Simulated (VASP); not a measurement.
```xyz
4
Lattice="4.2518 0.0000 0.0000 -2.1259 3.6822 0.0000 0.0000 0.0000 5.9260" Properties=species:S:1:pos:R:3 pbc="T T T"
As     0.0000     0.0000     0.0000
As     0.0000     0.0000     2.9630
Sb     0.0000     2.4548     1.4815
Sb     2.1259     1.2274     4.4445
```

The base run (VASP): PBE GGA, plane waves, VASP's PBE PAW potentials (set 64). Numerical set-up: 400 eV cut-off, 6×6×4 Γ-centred mesh, Gaussian smearing of 0.050 eV, potentials As Sb.

The base run took about 20 core-seconds. Costs are core time on shared hosts, one run each; read them as rough ratios.

Pressures at a finite cut-off, here 400 eV, hold a Pulay part, which this task's highest cut-off puts under 0.2 GPa.

```json
[
 {"setting": "base run", "cost over the base run": "reference", "electronic steps": "12", "bands": "14", "pressure (GPa)": "9.47"},
 {"setting": "ENCUT = 520", "cost over the base run": "within a factor of 2", "electronic steps": "12", "bands": "14", "pressure (GPa)": "9.48"},
 {"setting": "ENCUT = 520, POTCAR As Sb_GW (PBE.64 set)", "cost over the base run": "about 2 times", "electronic steps": "12", "bands": "14", "pressure (GPa)": "9.40"},
 {"setting": "ENCUT = 520, POTCAR As_d Sb (PBE.64 set)", "cost over the base run": "about 2 times", "electronic steps": "12", "bands": "24", "pressure (GPa)": "9.49"},
 {"setting": "ENCUT = 800", "cost over the base run": "about 3 times", "electronic steps": "12", "bands": "14", "pressure (GPa)": "9.48"},
 {"setting": "ENCUT = 520, POTCAR As Sb_d_GW (PBE.64 set)", "cost over the base run": "about 4 times", "electronic steps": "12", "bands": "24", "pressure (GPa)": "9.49"}
]
```

Left out are runs that failed, have no time on record or changed the cell.

The structure was generated: SbAs was put into the NiAs type (P6_3/mmc), which need not be its known phase. The cell was not relaxed at this level.
